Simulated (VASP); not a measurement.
Method: vdW-DF-cx, VASP's PBE PAW potentials (set 64) (plane waves; VASP).

A VASP calculation is set up with these files.

### POSCAR
```
ZnSe
4.0046290
  0.0000000000   0.7071068626   0.7071068626
  0.7071068626   0.0000000000   0.7071068626
  0.7071068626   0.7071068626   0.0000000000
Zn Se
1 1
Cart
  0.0000000000   0.0000000000   0.0000000000
  0.3535534313   0.3535534313   0.3535534313
```

INCAR:
```
! general
SYSTEM   = ZnSe
PREC     = Accurate
ENCUT    = 520
LREAL    = F
LASPH    = T

! electronic loop
EDIFF    = 1E-7
NELM     = 100
ALGO     = Normal
LMAXMIX  = 4

! smearing
ISMEAR   = -5

! functional
GGA      = CX
LUSE_VDW = T
AGGAC    = 0.0

! ions
ISIF     = 2

! output
LWAVE    = F
LCHARG   = T
LORBIT   = 11
NEDOS    = 601
```

KPOINTS:
```
Automatic mesh
0
gamma
 9 9 9
0 0 0
```

POTCAR, in this order: Zn Se (PBE.64 set). Program: vasp_std.

Output of the run:

**OSZICAR**
```
       N       E                     dE             d eps       ncg     rms          rms(c)
DAV:   1     0.932091833493E+02    0.93209E+02   -0.90941E+03   910   0.158E+03
DAV:   2     0.418026858455E+01   -0.89029E+02   -0.85863E+02   975   0.285E+02
DAV:   3    -0.171096302786E+01   -0.58912E+01   -0.58639E+01  1115   0.718E+01
DAV:   4    -0.177151810823E+01   -0.60555E-01   -0.60539E-01   995   0.779E+00
DAV:   5    -0.177184453485E+01   -0.32643E-03   -0.32642E-03  1090   0.551E-01    0.486E+00
DAV:   6    -0.151031169252E+01    0.26153E+00   -0.71766E-01  1288   0.299E+01    0.369E+00
DAV:   7    -0.149597844188E+01    0.14333E-01   -0.18386E-01   970   0.443E+00    0.156E+00
DAV:   8    -0.149575007644E+01    0.22837E-03   -0.38211E-03  1158   0.663E-01    0.450E-01
DAV:   9    -0.149588369484E+01   -0.13362E-03   -0.96112E-04   975   0.314E-01    0.690E-02
DAV:  10    -0.149595583492E+01   -0.72140E-04   -0.13761E-04  1043   0.119E-01    0.183E-02
DAV:  11    -0.149596331720E+01   -0.74823E-05   -0.25678E-05  1018   0.612E-02    0.455E-03
DAV:  12    -0.149596429669E+01   -0.97949E-06   -0.43258E-06  1075   0.166E-02    0.351E-03
DAV:  13    -0.149596439286E+01   -0.96167E-07   -0.57631E-07   920   0.712E-03
   1 F= -.14959644E+01 E0= -.14959644E+01  d E =0.000000E+00
```

OUTCAR:
```
------------------------ aborting loop because EDIFF is reached ----------------------------------------
  FORCE on cell =-STRESS in cart. coord.  units (eV):
  Direction    XX          YY          ZZ          XY          YZ          ZX
  --------------------------------------------------------------------------------------
  Total        0.0259863      0.0259863      0.0259863      0.0000000      0.0000000     -0.0000000
  in kB        0.9168174      0.9168174      0.9168174      0.0000000      0.0000000     -0.0000000
  external PRESSURE =       0.9168174 kB  Pullay stress =       0.0000000 kB
  volume of cell :       45.41
      direct lattice vectors                 reciprocal lattice vectors
     0.000000000  2.831700648  2.831700648    -0.176572337  0.176572337  0.176572337
     2.831700648  0.000000000  2.831700648     0.176572337 -0.176572337  0.176572337
     2.831700648  2.831700648  0.000000000     0.176572337  0.176572337 -0.176572337
  FREE ENERGIE OF THE ION-ELECTRON SYSTEM (eV)
  ---------------------------------------------------
  free  energy   TOTEN  =        -1.4959643929 eV

  energy  without entropy=       -1.4959643929  energy(sigma->0) =       -1.49596439

 total charge

# of ion       s       p       d       tot
------------------------------------------
    1        0.538   0.450   9.786  10.775
    2        1.439   2.417   0.030   3.887
--------------------------------------------------
tot          1.978   2.867   9.817  14.662
```
(Selected blocks of OUTCAR.)

The compound is ZnSe in the zinc blende structure. It was relaxed first.
